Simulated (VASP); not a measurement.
Level of theory: r2SCAN meta-GGA, VASP's PBE PAW potentials (set 64) (plane waves; VASP).

The input files of a VASP run:

File KPOINTS_OPT:
```
k-points along high-symmetry lines
10
Line-mode
Reciprocal
  0.000000   0.000000   0.000000 ! GAMMA
  0.000000   0.500000   0.000000 ! X

  0.000000   0.500000   0.000000 ! X
  0.500000   0.500000   0.000000 ! M

  0.500000   0.500000   0.000000 ! M
  0.000000   0.000000   0.000000 ! GAMMA

  0.000000   0.000000   0.000000 ! GAMMA
  0.500000   0.500000   0.500000 ! R

  0.500000   0.500000   0.500000 ! R
  0.000000   0.500000   0.000000 ! X

  0.500000   0.500000   0.500000 ! R
  0.500000   0.500000   0.000000 ! M
```

### INCAR
```
SYSTEM = RhSb
PREC = Accurate; ENCUT = 400; LREAL = .FALSE.
LASPH = .TRUE.
EDIFF = 1E-7; NELM = 100; ALGO = Normal
LMAXMIX = 4; LMIXTAU = .TRUE.
ISMEAR = -5
METAGGA = R2SCAN
ISIF = 2
LWAVE = .FALSE.; LCHARG = .FALSE.; LORBIT = 11
NEDOS = 601
```

File POSCAR:
```
RhSb
1
    3.2756322151     0.0000000000    -0.0000000000
   -0.0000000000     3.2756322151    -0.0000000000
    0.0000000000     0.0000000000     3.2756322151
Rh Sb
1 1
Direct
  0.0000000000   0.0000000000   0.0000000000
  0.5000000000   0.5000000000   0.5000000000
```

**KPOINTS**
```
Regular mesh
0
Gamma
 12 12 12
0 0 0
```

POTCAR, in this order: Rh_pv Sb (PBE.64 set). Program: vasp_std.

Unless said otherwise, spin-orbit coupling is left out, though it shifts the bands of the heavy elements here.

Task: Predict the energy per atom (σ→0), band gap (over mesh and band path).

Result: 
The energy per atom (σ→0) comes out as -25.021 eV/atom and the band gap (over mesh and band path) is none (metal, semimetal or under 0.01 eV).

### OSZICAR
```
...
DAV:  12    -0.500424225436E+02   -0.91615E-03   -0.13169E-03  2676   0.345E-01    0.117E-02
DAV:  13    -0.500424820267E+02   -0.59483E-04   -0.85024E-05  2562   0.841E-02    0.171E-02
DAV:  14    -0.500424816091E+02    0.41758E-06   -0.11359E-05  2622   0.352E-02    0.675E-03
DAV:  15    -0.500424837981E+02   -0.21890E-05   -0.55212E-06  2604   0.210E-02    0.596E-03
DAV:  16    -0.500424842545E+02   -0.45635E-06   -0.28722E-07  2542   0.521E-03    0.292E-03
DAV:  17    -0.500424841932E+02    0.61247E-07   -0.41538E-08  1440   0.211E-03
   1 F= -.50042484E+02 E0= -.50042484E+02  d E =0.000000E+00
       N       E                     dE             ncg
```

The structure was generated: RhSb was put into the CsCl type type (Pm-3m), which need not be its known phase. It was relaxed first, which changed the volume by -28 %.
